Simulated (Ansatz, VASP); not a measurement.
# HfB2: VASP beside Ansatz, part 2 of 2

One calculation is typed for both programs; each brings its own data sets. How far apart do they land? The cell is taken from a series of runs on this material, whose earlier steps may have relaxed, scaled, displaced or heated it; both programs get it as it stands.

VASP 6.6.1 and Ansatz 0.2.0.

So far: The structure; VASP: zone-centre phonons, PBEsol.

## Step 3: Ansatz: zone-centre phonons, PBEsol

Level of this step: Ansatz beside VASP: Kohn-Sham DFT, plane waves, PBEsol (Ansatz).

Ansatz runs on its PAW soft_1 files.

The same cell, functional, mesh and smearing now go to Ansatz, which takes its cutoff from its data sets.

Contents of input.yaml:

```yaml
crystal:
  lattice:
    - [3.0646132976, 0.0, 0.0]
    - [-1.5323066488, 2.6540329685, 0.0]
    - [0.0, 0.0, 3.4858433352]
  atoms:
    - { symbol: B, position: [0.3333333333, 0.6666666667, 0.5] }
    - { symbol: B, position: [0.6666666667, 0.3333333333, 0.5] }
    - { symbol: Hf, position: [0.0, 0.0, 0.0] }
kpoints:
  mp_grid: { grid: [15, 15, 12] }
hamiltonian:
  xc: pbesol
  pseudopotentials: { kind: paw, azcp: { folder: soft_1 }, xc_functional: pbe }
scf:
  occupations: { method: methfessel_paxton, width: 0.2 }
output:
  eigenvalues: true
phonons:
  method: dfpt
```

Command:

```bash
ansatz run input.yaml --threads 4 --pin off --max-ram 10240MiB --backend cpu --events-out ev --progress --plain --runs-dir out
```

Numbers of over 12 decimals in the logs are rounded to 6 here.

What it wrote:

```text
zone centre: on kpoints.mp_grid the ground state, and the responses unless they are solved on pairs of k-points, stand on 448 of the mesh's 2700 k-points, reduced under 4 symmetry operations, with k and −k counted as one. Each operation leaves every solved displacement unchanged or reverses it
Engine: ansatz 0.2.0, aarch64-unknown-linux-gnu
Pseudopotentials: kind: paw
Pseudopotential: B, paw, valence charge 3, recommended cutoff 420 eV (normal), soft_1/B.paw.azcp
Pseudopotential: Hf, paw, valence charge 26, recommended cutoff 420 eV (normal), soft_1/Hf.paw.azcp
Functional definition: PBEsol
  exchange = pbesol_x
  correlation = pbesol_c
Crystal: 3 atoms, lattice volume = 28.352 Å³
Basis set: ecut = 420 eV, 563 PW (Γ), exchange–correlation on 48×48×48 points (8 copies of the dense FFT grid, shifted against one another)
Bands: 20, of which v1, the nominal top of the filled ones, is band 16 counted from 1 (15 counted from 0)
Symmetry: 24 space group operations
k-points: 448 of 2700 (irreducible under 4 space group operations, time reversal used)
Non-local potential: B, projectors of the file, l = 0: 2, l = 1: 2, l = 2: 1
Non-local potential: Hf, projectors of the file, l = 0: 3, l = 1: 2, l = 2: 2, l = 3: 3
PAW form: soft (Blöchl's): semilocal exchange-correlation on the pseudo side does not see the compensation charge
PAW frozen core: B, regenerated for the run's functional, and the local potential with it (the file was generated under x = pbe(κ = 0.804, μ = 0.219515), c = pbe(β = 0.066725))
PAW frozen core: Hf, regenerated for the run's functional, and the local potential with it (the file was generated under x = pbe(κ = 0.804, μ = 0.219515), c = pbe(β = 0.066725))
PAW one-centre angular grid: B, 110 points (default); XC on 64 Gauss nodes
PAW one-centre angular grid: Hf, 590 points (default); XC on 64 Gauss nodes
Initial density: superposition of atomic densities (chi_scale 0.1, normalization cell, long waves kept (reshape's long-wave potential 0.00 eV rms))
Initial wavefunctions: pseudopotential atomic-orbital guess
Functional: x = pbesol(κ = 0.804, μ = 0.123457), c = pbesol(β = 0.046)
SCF iter   1: F=—  HF=-15908.013415 eV  |F-HF|=—  |Δ(HF+E_count)|=         —  Δρ=7.01e-2  dr2=2.18e0  ethr=3.10e-3  ⟨swp⟩=4.6  Hψ=35691  notcnv=0
preconditioner: auto → none  [metal: Δε(μ)=0.051 eV  Ē_g=16.739 eV  σ=0.200 eV  W_gap=0.21  n_scr=8 (ndim 8)  ℏωp=38.2 eV  f_vac=0.000  D(μ)=0.21/eV (n_scr^D=0)  sad-step TF]
SCF iter   2: F=—  HF=-15907.551164 eV  |F-HF|=—  |Δ(HF+E_count)|=   4.62e-1  S|Δr|=    0.00e0  Δρ=3.73e-2  dr2=6.33e-1  ethr=3.10e-3  ⟨swp⟩=3.0  Hψ=19230  notcnv=0
SCF iter   3: F=—  HF=-15907.404840 eV  |F-HF|=—  |Δ(HF+E_count)|=   1.46e-1  S|Δr|=    0.00e0  Δρ=1.23e-2  dr2=3.10e-2  ethr=1.98e-3  ⟨swp⟩=2.1  Hψ=18887  notcnv=0
SCF iter   4: F=—  HF=-15907.332817 eV  |F-HF|=—  |Δ(HF+E_count)|=   7.20e-2  S|Δr|=    0.00e0  Δρ=3.01e-3  dr2=1.21e-3  ethr=9.69e-5  ⟨swp⟩=2.2  Hψ=17734  notcnv=0
SCF iter   5: F=—  HF=-15907.336371 eV  |F-HF|=—  |Δ(HF+E_count)|=   3.55e-3  S|Δr|=    0.00e0  Δρ=7.84e-4  dr2=2.67e-4  ethr=3.77e-6  ⟨swp⟩=2.0  Hψ=16587  notcnv=0
SCF iter   6: F=—  HF=-15907.336192 eV  |F-HF|=—  |Δ(HF+E_count)|=   1.79e-4  S|Δr|=    0.00e0  Δρ=1.50e-4  dr2=1.26e-5  ethr=8.34e-7  ⟨swp⟩=2.0  Hψ=16136  notcnv=0
SCF iter   7: F=—  HF=-15907.336192 eV  |F-HF|=—  |Δ(HF+E_count)|=   4.24e-7  S|Δr|=    0.00e0  Δρ=3.04e-5  dr2=2.72e-7  ethr=3.93e-8  ⟨swp⟩=2.1  Hψ=12717  notcnv=0
SCF iter   8: F=—  HF=-15907.336192 eV  |F-HF|=—  |Δ(HF+E_count)|=   5.20e-7  S|Δr|=    0.00e0  Δρ=3.13e-6  dr2=8.36e-10  ethr=8.50e-10  ⟨swp⟩=2.2  Hψ=15091  notcnv=0
SCF iter   9: F=—  HF=-15907.336192 eV  |F-HF|=—  |Δ(HF+E_count)|=  4.31e-10  S|Δr|=    0.00e0  Δρ=2.19e-7  dr2=1.02e-11  ethr=2.61e-12  ⟨swp⟩=2.2  Hψ=16608  notcnv=0
SCF iter  10: F=-15907.336192 eV  HF=-15907.336192 eV  |F-HF|=1.82e-12  |Δ(HF+E_count)|=  5.46e-12  S|Δr|=    0.00e0  Δρ=3.29e-8  dr2=2.23e-13  ethr=1.00e-12  ⟨swp⟩=5.7  Hψ=42313  notcnv=0
SCF 1 converged in 10 iterations: F = -15907.336192 eV  dr2 = 2.23e-13
  greatest PAW one-centre occupation: 0.998 electrons in one spin orbital (limit 2), on the Hf atom at site 2 (counted from 0), in its partial waves of l = 0
DFPT response loops at Γ: preconditioner auto → Kerker (q_TF=auto, 2.784 Å⁻¹) (partly filled bands, converged f_vac=0.000); β = 1.00, the filter's whole step (`scf.mixing.beta` (0.50) is not read by the response loops under this deck's `scf.mixing.preconditioner`; to damp them name `kerker` or `kerker_dos`, under which they read `scf.mixing.beta`, and type it under 1.00, their step now; both keys bind the ground state too); Broyden in place of MSR1
SCF converged after 10 iterations
Stability not checked: this state was not tested for a lower state beside it, because cold or Methfessel-Paxton smearing, or corrected tetrahedra, fill the levels in a way that the test cannot read (fill_not_monotonic; see scf.lower_state_search)
Free energy (F): -15907.336192 eV
Harris-Foulkes:  -15907.336192 eV  (|F-HF|=1.82e-12)
Internal energy: -15907.336810 eV  (E = F + TS)
E sigma→0 (E₀):  -15907.336347 eV
Entropy (-TS):   0.000618 eV (0.206 meV/atom)
Fermi energy:    19.959536 eV
--- Per-component energies (eV) ---
  E_band       = 114.312804
  E_kinetic    = 516.220129
  E_local      = -6411.794526  (includes V_loc(G=0)·N_el)
  E_nonlocal   = 82.254303
  E_hartree    = 3167.680504
  E_xc         = -334.003539
  E_vxc        = -337.253882  (∫ρ·V_xc dr)
  E_paw        = -7728.011734  (= ΣΔE_a)
  E_vpaw       = -70.474337  (= ΣTr[D̂ρ^β])
  E_aug_tail   = 0.000121  (compensation charges beyond the density's cutoff)
  E_ewald      = -5200.962547
  E_core_change = 1.280478  (= ΣΔE_core)
  E_smearing   = 0.000618  (= −TS)
  E_closure    = -0.000000  (closes the sum)
  Σ components = -15907.336192   (vs F -15907.336192, Δ=0.00e0)
--- Band table (eV; the first three rows and the last of 448) ---
  k-point 0: bands = [... 12 lower, 16.6752, 17.0685, 17.1729, 17.1729, 24.1975, 24.1975, 24.6261, 24.6261]
  k-point 1: bands = [... 12 lower, 15.8037, 17.2451, 17.2451, 17.9003, 23.4226, 23.4226, 24.3925, 24.3925]
  k-point 2: bands = [... 12 lower, 14.7302, 17.4581, 17.4581, 18.8749, 22.4345, 22.4345, 23.7758, 23.7758]
  k-point 447: bands = [... 12 lower, 12.6706, 14.7498, 15.4916, 17.0427, 23.8574, 25.6269, 25.6539, 26.6813]
--- Phonons (Γ-DFPT): 4 representative perturbations + reference, on 448 of 2700 k-points (Σ response iterations 12) ---
  k mesh reduced under 4 symmetry operations, with k and −k counted as one. Each operation leaves every solved displacement unchanged or reverses it
  ASR residual: 1.377e-5 → 0.000e0 eV/Å²; symmetrization residual: 1.047e-6 eV/Å²
  ASR residual per site (eV/Å²): 1.08e-5 1.08e-5 1.38e-5
  Γ frequencies (cm⁻¹): 0.00 0.00 0.00 459.22 459.22 486.92 577.09 895.58 895.58
  non-analytic LO–TO correction: not included (Born effective charges unavailable; polar crystals: no LO–TO splitting at Γ)
```

The column dr2 measures how far the density is from self-consistency, as an energy; F and HF (Harris–Foulkes) agree once it is small.

## Step 4: Comparison

Known differences besides the potentials themselves: the data sets hold 32 valence electrons in Ansatz (on its PAW soft_1 files) and 16 in VASP; the cutoff is 420 eV in Ansatz and 500 eV in VASP; Ansatz makes its cores anew for this functional, VASP keeps those of its PBE data sets. Total energies have different zeros and are not compared.

Both answers:

```csv
quantity,Ansatz,VASP,difference
optical mode 1 to 2 (cm⁻¹),459.2,460.6,-0.31 %
optical mode 3 (cm⁻¹),486.9,488.3,-0.29 %
optical mode 4 (cm⁻¹),577.1,578.0,-0.15 %
optical mode 5 to 6 (cm⁻¹),895.6,900.3,-0.53 %
```

Modes are paired by rising frequency, not by their patterns, so a pair may set unlike modes beside each other; they are those without the splitting of longitudinal modes.

## Step 5: Outcome

```yaml
r_m_s_difference_of_the_optical_zone_centre_modes_each_program_s_sorted_by_frequency_zone_centre_phonons_pbesol: 2.9 cm⁻¹
difference_in_optical_mode_5_to_6_zone_centre_phonons_pbesol: -0.5 %
```

**Reading.** The r.m.s. difference of the optical zone-centre modes, each program's sorted by frequency is 2.9 cm⁻¹ (zone-centre phonons, PBEsol). The data sets hold unlike numbers of valence electrons (32 in Ansatz and 16 in VASP), so part of the differences comes from the potentials. Among the rows given in per cent, the largest difference of the zone-centre phonons, PBEsol pair is in optical mode 5 to 6, -0.5 %. How closely two codes agree says nothing of how well the functional describes the real material.

[Lines on the potential files, build, host, timing and source positions are cut from VASP's logs without a mark.]

[Logs are printed without paths, hosts, clocks, repeated set-up lines and the standing remarks that a program may print on its own settings, such as how far it seeks lower states.]

[Hosts, paths, dates, database ids (printed as entryN), source tags and the programs' standing remarks are cut or masked in the printed files.]
